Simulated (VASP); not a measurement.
# Ba2CrN2 (I4/mmm) in VASP: runs at scaled volumes

Single points of Ba2CrN2 at other volumes, in PBE.

Program: VASP 6.6.1. These are calculated values, not measurements. Logs are shortened: lines on timing, memory, paths and dates and some standing lists are left out, and cuts for length are marked.

## 1. The undisturbed crystal

The structure is tetragonal, space group I4/mmm (No. 139). The conventional cell has a = 4.166 Å, b = 4.166 Å, c = 13.366 Å, α = 90.00°, β = 90.00°, γ = 90.00°. Ba (site symmetry 4mm) is surrounded by 5 N at 2.95 Å. Cr (site symmetry 4/mmm) is surrounded by 2 N at 1.78 Å. N (site symmetry 4mm) has 1 Cr at 1.78 Å as nearest neighbours.

The cell comes from a database or a generator and needn't be the stable form of this composition.

## 2. Equation of state, PBE, collinear spin, ferromagnetic start, 21.80 Å³/atom (volume scaled by 0.94)

INCAR reads:

```
PREC = Accurate
ENCUT = 520
EDIFF = 1E-7
ISMEAR = -1
SIGMA = 0.05
LREAL = False
LASPH = True
NELM = 120
ALGO = Normal
ISIF = 2
LWAVE = False
LCHARG = False
ISPIN = 2
MAGMOM = 0 0 3 0 0
LORBIT = 11
LMAXMIX = 4
GGA = PE
NBANDS = 33
```

KPOINTS reads:

```
regular mesh
0
Gamma
  9 9 9
```

POSCAR reads:

```
Ba2CrN2
1.0
   -2.0403527223      2.0403527223      6.5463418026
    2.0403527223     -2.0403527223      6.5463418026
    2.0403527223      2.0403527223     -6.5463418026
Ba Cr N
2 1 2
Direct
    0.8535895000      0.8535895000      0.0000000000
    0.1464105000      0.1464105000      0.0000000000
    0.5000000000      0.5000000000      0.0000000000
    0.3668570000      0.3668570000      0.0000000000
    0.6331430000      0.6331430000      0.0000000000
```

Potentials or basis: VASP PAW PBE potentials, release 64 (Ba_sv, Cr_pv, N).

On the command line:

```
> cat potpaw_PBE.64/Ba_sv/POTCAR potpaw_PBE.64/Cr_pv/POTCAR potpaw_PBE.64/N/POTCAR > POTCAR
> mpirun -np 1 vasp_std > vasp.out
```

OUTCAR:

```text
PREC = Accurate
   ENCUT = 520
   EDIFF = 1E-7
   ISMEAR = -1
   LREAL = False
   LASPH = True
   NELM = 120
   ISIF = 2
   ISPIN = 2
   LORBIT = 11
   GGA = PE

 Found     75 irreducible k-points:

 Following reciprocal coordinates:
            Coordinates               Weight
  0.000000  0.000000  0.000000      1.000000
  0.111111  0.000000  0.000000      8.000000
  0.222222  0.000000  0.000000      8.000000
  0.333333  0.000000 -0.000000      8.000000
  0.444444  0.000000  0.000000      8.000000
  0.111111  0.111111  0.000000      8.000000
   k-points           NKPTS =     75   k-points in BZ     NKDIM =     75   number of bands    NBANDS=     33
   number of dos      NEDOS =    301   number of ions     NIONS =      5
   total plane-waves  NPLWV = 157464
   dimension x,y,z NGX =    54 NGY =   54 NGZ =   54
   dimension x,y,z NGXF=   108 NGYF=  108 NGZF=  108
   ions per type =               2   1   2
   NGX,Y,Z   is equivalent  to a cutoff of  12.55, 12.55, 12.55 a.u.
   NGXF,Y,Z  is equivalent  to a cutoff of  25.10, 25.10, 25.10 a.u.
 SYSTEM =  unknown system
   PREC   = accura    normal or accurate (medium, high low for compatibility)
   ISTART =      0    job   : 0-new  1-cont  2-samecut
   ICHARG =      2    charge: 1-file 2-atom 10-const
   ISPIN  =      2    spin polarized calculation?
   LNONCOLLINEAR =      F non collinear calculations
   LSORBIT =      F    spin-orbit coupling
   LASPH  =      T    aspherical Exc in radial PAW
   ENCUT  =  520.0 eV  38.22 Ry    6.18 a.u.  13.30 13.30 13.30*2*pi/ulx,y,z
   NELM   =    120;   NELMIN=  2; NELMDL= -5     # of ELM steps
   EDIFF  = 0.1E-06   stopping-criterion for ELM
   LREAL  =      F    real-space projection
   EDIFFG = 0.1E-05   stopping-criterion for IOM
   NSW    =      0    number of steps for IOM
   IBRION =     -1    ionic relax: 0-MD 1-quasi-New 2-CG
   NFREE  =      0    steps in history (QN), initial steepest desc. (CG)
   ISIF   =      2    stress and relaxation
   ISYM   =      2    0-nonsym 1-usesym 2-fastsym
   POTIM  = 0.5000    time-step for ionic-motion
   TEBEG  =    0.0;   TEEND  =   0.0 temperature during run
   PSTRESS=    0.0 pullay stress
   NELECT =      42.0000    total number of electrons
   NUPDOWN=      -1.0000    fix difference up-down
   EMIN   =  10.00;   EMAX   =-10.00  energy-range for DOS
   EFERMI =   0.00;   METHOD = LEGACY
   ISMEAR =    -1;   SIGMA  =   0.05  broadening in eV -4-tet -1-fermi 0-gaus
   EFERMI_NEDOS =   21; number of points for ismear=-14 and -15
   IALGO  =     38    algorithm
   IMIX   =      4    mixing-type and parameters
     AMIX     =   0.40;   BMIX     =  1.00
     AMIX_MAG =   1.60;   BMIX_MAG =  1.00
  volume/ion in A,a.u.               =      21.80       147.13
  Fermi-wavevector in a.u.,A,eV,Ry     =   1.191246  2.251129 19.307586  1.419068
  Thomas-Fermi vector in A             =   2.327312
   LORBIT       =     11    0 simple, 1 ext, 2 COOP (PROOUT), +10 PAW based schemes
   GGA     = PE    functional components
   LHFCALC =     F    Hartree Fock is set to
   AEXX    =    0.0000 exact exchange contribution
   IVDW    =     0    specifies the selected vdW correction
   LEPSILON=     F    determine dielectric tensor
   LRPA    =     F    only Hartree local field effects (RPA)
 spin polarized calculation
  energy-cutoff  :      520.00
  volume of cell :      109.01
 maximum number of plane-waves:      2958
 NGX is ok and might be reduce to    54
   NGX = 27   NGY = 27   NGZ = 27

 number of electron      41.9999999 magnetization       1.9810562

 Free energy of the ion-electron system (eV)
  ---------------------------------------------------
  ext. energy  EPLUGINS =         0.00000000
  ---------------------------------------------------
  free energy    TOTEN  =       -32.10878696 eV

  energy without entropy =      -32.10392430  energy(sigma->0) =      -32.10635563

 E-fermi :   3.8006     XC(G=0):  -9.7080

 val. band max:        3.7973726591   @ k =  -0.1111  -0.2222   0.1111
 cond. band min:       3.8083676503   @ k =   0.4444   0.3333   0.1111
 fundamental gap:      0.0109949912
 Fermi energy:         3.8005555764

 spin component 1

 k-point     1 :       0.0000    0.0000    0.0000
  band No.  band energies     occupation
      1     -40.2660      1.00000
      2     -40.2660      1.00000
      3     -40.0176      1.00000
      4     -23.7462      1.00000
      5     -23.5661      1.00000
      6      -9.8693      1.00000
[... 25 lines left out ...]
     32       8.2181      0.00000
     33       8.4908      0.00000
[... 149 lines left out ...]
      3     -40.0175      1.00000
      4     -23.7225      1.00000
      5     -23.5663      1.00000
      6     -10.0668      1.00000
[... 25 lines left out ...]
     32       8.8911      0.00000
     33       9.1221      0.00000

 [... further k-points ...]

 spin component 2

 k-point     1 :       0.0000    0.0000    0.0000
  band No.  band energies     occupation
      1     -38.9610      1.00000
      2     -37.7685      1.00000
      3     -37.7685      1.00000
      4     -23.7515      1.00000
      5     -23.5709      1.00000
      6      -9.9262      1.00000
[... 25 lines left out ...]
     32       8.4148      0.00000
     33       8.4476      0.00000
[... 149 lines left out ...]
      3     -37.7687      1.00000
      4     -23.7278      1.00000
      5     -23.5710      1.00000
      6     -10.1353      1.00000
[... 25 lines left out ...]
     32       8.8676      0.00000
     33       9.2522      0.00000

 [... further k-points ...]
[... 5 lines left out ...]
  --------------------------------------------------------------------------------------
  -------------------------------------------------------------------------------------
  Total        2.1021844      2.1021844      4.9617031      0.0000000     -0.0000000      0.0000000
  in kB       30.8967090     30.8967090     72.9242855      0.0000000     -0.0000000      0.0000000
  external PRESSURE =      44.9059012 kB  Pullay stress =       0.0000000 kB

 VOLUME and BASIS-vectors are now :
 -----------------------------------------------------------------------------
  energy-cutoff  :      520.00
  volume of cell :      109.01
      direct lattice vectors                 reciprocal lattice vectors
    -2.040352722  2.040352722  6.546341803     0.000000000  0.245055668  0.076378536
     2.040352722 -2.040352722  6.546341803     0.245055668  0.000000000  0.076378536
     2.040352722  2.040352722 -6.546341803     0.245055668  0.245055668  0.000000000

 POSITION                                       TOTAL-FORCE (eV/Angst)
 -----------------------------------------------------------------------------------
      0.00000      0.00000     11.17578         0.000000      0.000000     -0.010004
      0.00000      0.00000      1.91691         0.000000      0.000000      0.010004
      0.00000      0.00000      6.54634         0.000000      0.000000      0.000000
      0.00000      0.00000      4.80314         0.000000      0.000000     -0.717090
      0.00000      0.00000      8.28954        -0.000000     -0.000000      0.717090
 -----------------------------------------------------------------------------------
    total drift:                                0.000000     -0.000000      0.000000

  FREE ENERGIE OF THE ION-ELECTRON SYSTEM (eV)
  ---------------------------------------------------
  free  energy   TOTEN  =       -32.1087869612 eV

  energy  without entropy=      -32.1039242968  energy(sigma->0) =      -32.10635563

 total charge

# of ion       s       p       d       tot
------------------------------------------
    1        2.021   5.600   0.377   7.998
    2        2.021   5.600   0.377   7.998
    3        0.452   6.452   4.191  11.095
    4        1.280   2.369   0.000   3.649
    5        1.280   2.369   0.000   3.649
--------------------------------------------------
tot          7.053  22.390   4.944  34.387

 magnetization (x)

# of ion       s       p       d       tot
------------------------------------------
    1       -0.001   0.002  -0.009  -0.008
    2       -0.001   0.002  -0.009  -0.008
    3        0.026   0.024   1.963   2.014
    4       -0.004  -0.087   0.000  -0.091
    5       -0.004  -0.087   0.000  -0.091
--------------------------------------------------
tot          0.017  -0.147   1.946   1.817
```

OSZICAR:

```text
N       E                     dE             d eps       ncg     rms          rms(c)
DAV:   1     0.360944370702E+03    0.36094E+03   -0.20496E+04 10020   0.119E+03
DAV:   2    -0.111092404968E+02   -0.37205E+03   -0.35284E+03 11830   0.311E+02
DAV:   3    -0.408497599309E+02   -0.29741E+02   -0.29277E+02 13135   0.940E+01
[... 11 lines left out ...]
DAV:  15    -0.321087516774E+02   -0.15928E-03   -0.29052E-04 12282   0.816E-02    0.501E-02
DAV:  16    -0.321087801538E+02   -0.28476E-04   -0.75157E-05 12062   0.478E-02    0.223E-02
DAV:  17    -0.321087845689E+02   -0.44152E-05   -0.85497E-06 13028   0.149E-02    0.149E-02
DAV:  18    -0.321087869372E+02   -0.23683E-05   -0.51497E-06 11499   0.127E-02    0.453E-03
DAV:  19    -0.321087869612E+02   -0.23988E-07   -0.58700E-07 12870   0.385E-03
   1 F= -.32108787E+02 E0= -.32106356E+02  d E =-.486266E-02  mag=     1.9812
```

It took 18 min on 1 thread of AMD EPYC 9R45 (Zen 5), shared host; peak memory 0.76 GiB.

What came out:

- Free energy: -32.1088 eV
- Pressure: 4.5 GPa
- Largest force: 0.717 eV/Å
- Band gap on the k mesh: none (metal or under the smearing width)
- Net moment: 1.98 μB per cell
- Site moments: Ba -0.01; Cr +2.01; N -0.09 μB
- Valence electrons inside the program's atomic spheres: Ba 8.00; Cr 11.10; N 3.65

Caveat: a cell with one magnetic atom can't hold antiferromagnetic order, which such compounds often take.

## 3. Equation of state, PBE, collinear spin, ferromagnetic start, 22.27 Å³/atom (volume scaled by 0.96)

INCAR reads:

```
SYSTEM = Ba2CrN2
PREC = Accurate
ENCUT = 520
EDIFF = 1E-7
ISMEAR = -1
SIGMA = 0.05
LREAL = .FALSE.
LASPH = .TRUE.
NELM = 100
ALGO = Normal
ISIF = 2
LWAVE = .FALSE.
LCHARG = .FALSE.
ISPIN = 2
MAGMOM = 0 0 3 0 0
LORBIT = 11
LMAXMIX = 4
GGA = PE
NBANDS = 33
```

KPOINTS reads:

```
Automatic mesh
0
G
  9 9 9
  0 0 0
```

Changes to POSCAR since step 2:

```diff
@@ -2,5 +2,5 @@
 1.0
-   -2.0403527223      2.0403527223      6.5463418026
-    2.0403527223     -2.0403527223      6.5463418026
-    2.0403527223      2.0403527223     -6.5463418026
+   -2.0547218769      2.0547218769      6.5924443202
+    2.0547218769     -2.0547218769      6.5924443202
+    2.0547218769      2.0547218769     -6.5924443202
 Ba Cr N
```

Potentials or basis: VASP PAW PBE potentials, release 64 (Ba_sv, Cr_pv, N).

On the command line:

```
> cat potpaw_PBE.64/Ba_sv/POTCAR potpaw_PBE.64/Cr_pv/POTCAR potpaw_PBE.64/N/POTCAR > POTCAR
> mpirun -np 1 vasp_std > vasp.out
```

OUTCAR:

```text
SYSTEM = Ba2CrN2
   PREC = Accurate
   ENCUT = 520
   EDIFF = 1E-7
   ISMEAR = -1
   LREAL = .FALSE.
   LASPH = .TRUE.
   NELM = 100
   ISIF = 2
   ISPIN = 2
   LORBIT = 11
   GGA = PE

 Found     75 irreducible k-points:

 Following reciprocal coordinates:
            Coordinates               Weight
  0.000000  0.000000  0.000000      1.000000
  0.111111 -0.000000  0.000000      8.000000
  0.222222 -0.000000  0.000000      8.000000
  0.333333 -0.000000  0.000000      8.000000
  0.444444 -0.000000  0.000000      8.000000
[... 531 lines left out ...]
     2.054721877 -2.054721877  6.592444320     0.243341936  0.000000000  0.075844402
     2.054721877  2.054721877 -6.592444320     0.243341936  0.243341936  0.000000000

 POSITION                                       TOTAL-FORCE (eV/Angst)
 -----------------------------------------------------------------------------------
      0.00000      0.00000     11.25448         0.000000      0.000000     -0.010052
      0.00000      0.00000      1.93041         0.000000      0.000000      0.010052
      0.00000      0.00000      6.59244         0.000000      0.000000     -0.000000
      0.00000      0.00000      4.83697        -0.000000     -0.000000     -0.422173
      0.00000      0.00000      8.34792        -0.000000     -0.000000      0.422173
 -----------------------------------------------------------------------------------
    total drift:                                0.000000     -0.000000      0.000000

  FREE ENERGIE OF THE ION-ELECTRON SYSTEM (eV)
  ---------------------------------------------------
  free  energy   TOTEN  =       -32.1613350697 eV

  energy  without entropy=      -32.1566104148  energy(sigma->0) =      -32.15897274

 total charge

# of ion       s       p       d       tot
------------------------------------------
    1        2.019   5.600   0.363   7.983
    2        2.019   5.600   0.363   7.983
    3        0.447   6.436   4.169  11.051
    4        1.279   2.358   0.000   3.637
    5        1.279   2.358   0.000   3.637
--------------------------------------------------
tot          7.043  22.353   4.895  34.291

 magnetization (x)

# of ion       s       p       d       tot
------------------------------------------
    1       -0.001   0.001  -0.009  -0.009
    2       -0.001   0.001  -0.009  -0.009
    3        0.027   0.024   1.985   2.036
    4       -0.004  -0.091   0.000  -0.095
    5       -0.004  -0.091   0.000  -0.095
--------------------------------------------------
tot          0.018  -0.156   1.967   1.829
```

Wall time 19 min (1 thread of AMD EPYC 9R45 (Zen 5), shared host); peak memory 0.77 GiB.

Results:

```yaml
Free_energy: -32.1613 eV
Pressure: 2.7 GPa
Largest_force: 0.422 eV/Å
Band_gap_on_the_k_mesh: none (metal or under the smearing width)
Net_moment: 1.99 μB per cell
Site_moments: Ba -0.01; Cr +2.04; N -0.10 μB
Valence_electrons_inside_the_program's_atomic_spheres: Ba 7.98; Cr 11.05; N 3.64
```

Caveat: a cell with one magnetic atom can't hold antiferromagnetic order, which such compounds often take.
